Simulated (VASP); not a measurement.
## Sr2TiSnO6: single point with LDA

Sr2TiSnO6:

```
Sr Ti Sn O
1.0
     0.00000    4.02927    4.02927
     4.02927    0.00000    4.02927
     4.02927    4.02927    0.00000
Sr Ti Sn O
2 1 1 6
Direct
  0.25000 0.25000 0.25000
  0.75000 0.75000 0.75000
  0.50000 0.50000 0.50000
  0.00000 0.00000 0.00000
  0.74411 0.25589 0.25589
  0.25589 0.74411 0.74411
  0.25589 0.74411 0.25589
  0.74411 0.25589 0.74411
  0.25589 0.25589 0.74411
  0.74411 0.74411 0.25589
```

The cell comes from a database or a generator and needn't be the stable form of this composition.

| Property | Result |
| --- | --- |
| Program | VASP 6.6.1 |
| Task | single point |
| Functional | LDA |
| Potentials or basis | VASP PAW LDA potentials, release 64 (Sr_sv, Ti_sv, Sn_d, O) |
| Cutoff | 520 eV |
| k mesh | 4 × 4 × 4 |
| Occupations | fermi-dirac, width 0.01 eV |
| Spin | no spin polarisation |
| Dipole correction | no |
| Further INCAR settings | ALGO = Normal; EDIFF = 1e-07; NBANDS = 52 |

- Pressure: -10.3 GPa
- Largest force: 0.072 eV/Å
- Band gap on the k mesh: 2.95 eV, indirect (least direct gap 2.97 eV)

Forces on the atoms (eV/Å):
```
Sr   0.000  0.000  0.000
Sr   0.000  0.000  0.000
Ti   0.000  0.000  0.000
Sn   0.000  0.000  0.000
O    0.072  0.000  0.000
O   -0.072  0.000  0.000
O    0.000  0.072  0.000
O    0.000 -0.072  0.000
O    0.000  0.000  0.072
O    0.000  0.000 -0.072
```

Levels at points of the mesh, in eV from the valence-band top:
```
           k point  band 37  band 38  band 39  band 40  band 41  band 42  band 43  band 44  band 45  band 46
(0.00, 0.00, 0.00)    -0.68    -0.68     0.00     0.00     0.00     2.97     2.97     2.97     3.97     5.07
(0.50, 0.00, 0.00)    -0.92    -0.61    -0.54    -0.49    -0.49     3.04     3.19     3.19     5.45     5.49
(0.50, 0.50, 0.00)    -1.40    -1.40    -1.06    -1.06    -0.08     2.95     3.00     3.58     3.58     6.38
```

Wall time 55 s on 1 thread of Intel(R) Xeon(R) 6975P-C (Granite Rapids), with other jobs on the host, peak memory 0.24 GiB.

Caveat: spin-orbit coupling is left out, which moves the levels of the heavy elements. A k mesh can miss the band edges.
